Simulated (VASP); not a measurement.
Here is a VASP 6.6.1 calculation.

The input POSCAR:

```
CuS2Cl2
1.0
   -4.1437548400      0.0000000000      0.0000000000
    0.0000000000     -4.3374705100      4.2795128400
    0.0000000000      4.3374705100      4.2795128400
Cu S Cl
1 2 2
Direct
    0.0000000000      0.0000000000      0.0000000000
    0.0000000000      0.7500000000      0.2500000000
    0.0000000000      0.2500000000      0.7500000000
    0.5000000000      0.2260000000      0.2260000000
    0.5000000000      0.7740000000      0.7740000000
```

File INCAR.step1:

```
SYSTEM = CuS2Cl2
PREC     = Accurate       ! precision mode
ENCUT    = 520            ! plane-wave cutoff, eV
ISMEAR   = -5             ! smearing method
SIGMA    = 0.1            ! smearing width, eV
LREAL    = .False.        ! projectors in reciprocal space
LASPH    = .True.         ! aspherical terms in the spheres
NELM     = 80             ! most SCF steps
LMAXMIX  = 4              ! l up to which the mixer works
NBANDS   = 26             ! bands
GGA      = PE             ! functional
ALGO     = Normal         ! electronic algorithm
EDIFF    = 1E-4           ! SCF threshold, eV
LWAVE    = .True.         ! write WAVECAR
LCHARG   = .False.        ! write CHGCAR
```

File INCAR.step2:

```
SYSTEM = CuS2Cl2
PREC     = Accurate       ! precision mode
ENCUT    = 520            ! plane-wave cutoff, eV
EDIFF    = 1E-6           ! SCF threshold, eV
ISMEAR   = -1             ! smearing method
SIGMA    = 0.1            ! smearing width, eV
LREAL    = .False.        ! projectors in reciprocal space
LASPH    = .True.         ! aspherical terms in the spheres
NELM     = 80             ! most SCF steps
ALGO     = Normal         ! electronic algorithm
ISIF     = 2              ! what is computed and relaxed
LWAVE    = .False.        ! write WAVECAR
LCHARG   = .False.        ! write CHGCAR
LMAXMIX  = 4              ! l up to which the mixer works
METAGGA  = R2SCAN         ! meta-GGA
LMIXTAU  = .True.       
LORBIT   = 10             ! projections on sites
NBANDS   = 26             ! bands
ISTART   = 1
```

The input KPOINTS:

```
Automatic mesh
0
Gamma
  8 6 6
  0 0 0
```

Potentials or basis: VASP PAW PBE potentials, release 64 (Cu, S, Cl).

Launch:

```sh
$ cat potpaw_PBE.64/Cu/POTCAR potpaw_PBE.64/S/POTCAR potpaw_PBE.64/Cl/POTCAR > POTCAR
$ cp INCAR.step1 INCAR
$ mpirun -np 1 vasp_std > vasp.out
$ cp INCAR.step2 INCAR
$ mpirun -np 1 vasp_std > vasp.out
```

Problem. Predict the largest force.

Solution. 0.784 eV/Å.

Problem. Predict the band gap on the k mesh.

Solution. None (metal or under the smearing width).

Problem. Estimate the pressure.

Solution. -6.0 GPa.

Forces on the atoms (eV/Å):
```
Cu   0.000  0.000  0.000
S    0.000 -0.640  0.000
S    0.000  0.640  0.000
Cl   0.000  0.000 -0.784
Cl   0.000  0.000  0.784
```

Caveat: the PAW data sets were made with another functional, which shifts forces and pressure a little; an odd number of electrons without spin polarisation forces a metal; a magnetic or distorted state may lie lower; the run has no spin polarisation, though such a crystal can be magnetic; semilocal functionals often make such compounds metallic where correlation or magnetic order opens a gap, which also shifts bond lengths. With open d or f shells a metallic result of r2SCAN can be an artefact of self-interaction; +U or a hybrid may open a gap.
